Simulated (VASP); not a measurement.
The input files of a VASP run:

### KPOINTS
```
Automatic mesh
0
Gamma
8 8 7
0 0 0
```

**INCAR**
```
SYSTEM = HfB2
PREC = Accurate
ENCUT = 520
EDIFF = 1E-6
NELM = 3
ALGO = Normal
LREAL = .FALSE.
LASPH = .TRUE.
ISMEAR = 1
SIGMA = 0.1
GGA = PE
LMAXMIX = 6
LWAVE = .FALSE.
LCHARG = .FALSE.
ISIF = 2
```

POSCAR:
```
HfB2
1
    1.6014000000    -2.7737060000     0.0000000000
    1.6014000000     2.7737060000     0.0000000000
    0.0000000000     0.0000000000     3.5496000000
Hf B
1 2
Direct
  0.0000000000   0.0000000000   0.0000000000
  0.3333330000   0.6666670000   0.5000000000
  0.6666670000   0.3333330000   0.5000000000
```

POTCAR, in this order: Hf_pv B (PBE.64 set). Program: vasp_std.

### Question
What happens when VASP runs on this input?

### Answer
There is a fault: NELM is too small, so the electronic loop ends before EDIFF is met. Convergence was not reached. Against the sound run, the energy per atom (σ→0) falls by 0.767 eV/atom; the pressure falls by 42.44 GPa.

standard output:
```
 POSCAR found type information on POSCAR HfB
 POSCAR found :  2 types and       3 ions
 Reading from existing POTCAR
 Reading from existing POTCAR
 LDA part: xc-table for (Slater+PW92), standard interpolation
 POSCAR, INCAR and KPOINTS ok, starting setup
 WAVECAR not read
 entering main loop
       N       E                     dE             d eps       ncg     rms          rms(c)
DAV:   1     0.271178864979E+02    0.27118E+02   -0.83865E+03   960   0.125E+03
DAV:   2    -0.268480995207E+02   -0.53966E+02   -0.50736E+02  1160   0.234E+02
DAV:   3    -0.286287968156E+02   -0.17807E+01   -0.17511E+01  1288   0.321E+01

 -----------------------------------------------------------------------------
|                                                                             |
|           W    W    AA    RRRRR   N    N  II  N    N   GGGG   !!!           |
|           W    W   A  A   R    R  NN   N  II  NN   N  G    G  !!!           |
|           W    W  A    A  R    R  N N  N  II  N N  N  G       !!!           |
|           W WW W  AAAAAA  RRRRR   N  N N  II  N  N N  G  GGG   !            |
|           WW  WW  A    A  R   R   N   NN  II  N   NN  G    G                |
|           W    W  A    A  R    R  N    N  II  N    N   GGGG   !!!           |
|                                                                             |
|     The electronic self-consistency was not achieved in the given           |
|     number of steps (NELM). The forces and other quantities evaluated       |
|     might not be reliable so examine the results carefully. If you find     |
|     spurious results, we suggest increasing NELM, if you were close to      |
|     convergence or switching to a different ALGO or adjusting the           |
|     density mixing parameters otherwise.                                    |
|                                                                             |
 -----------------------------------------------------------------------------

   1 F= -.28628797E+02 E0= -.28628672E+02  d E =-.373327E-03
```

File OUTCAR:
```
------------------------ aborting loop EDIFF was not reached (unconverged)  ----------------------------
  FORCE on cell =-STRESS in cart. coord.  units (eV):
  Direction    XX          YY          ZZ          XY          YZ          ZX
  --------------------------------------------------------------------------------------
  Total      -12.4748257    -12.4748243     -7.5774174      0.0000000     -0.0000000     -0.0000000
  in kB     -633.8338201   -633.8337455   -385.0012439      0.0000000     -0.0000000     -0.0000000
  external PRESSURE =    -550.8896032 kB  Pullay stress =       0.0000000 kB
  volume of cell :       31.53
      direct lattice vectors                 reciprocal lattice vectors
     1.601400000 -2.773706000  0.000000000     0.312226802 -0.180264239  0.000000000
     1.601400000  2.773706000  0.000000000     0.312226802  0.180264239  0.000000000
     0.000000000  0.000000000  3.549600000     0.000000000  0.000000000  0.281721884
 POSITION                                       TOTAL-FORCE (eV/Angst)
 -----------------------------------------------------------------------------------
      0.00000      0.00000      0.00000        -0.000000     -0.000000     -0.000000
      1.60140      0.92457      1.77480         0.000000     -0.000000     -0.000000
      1.60140     -0.92457      1.77480        -0.000000      0.000000      0.000000
 -----------------------------------------------------------------------------------
    total drift:                                0.000000     -0.000000      0.000000
  FREE ENERGIE OF THE ION-ELECTRON SYSTEM (eV)
  ---------------------------------------------------
  free  energy   TOTEN  =       -28.6287968156 eV

  energy  without entropy=      -28.6284234888  energy(sigma->0) =      -28.62867237
```
(Selected blocks of OUTCAR.)

To mend it, set NELM = 100.

The mended run (PBE GGA, plane waves, VASP's PBE PAW potentials (set 64)) converges, and its OSZICAR ends with
```
   1 F= -.26328095E+02 E0= -.26327962E+02  d E =-.398337E-03
```

The compound is HfB2 in the AlB2 type structure. The cell was not relaxed at this level.
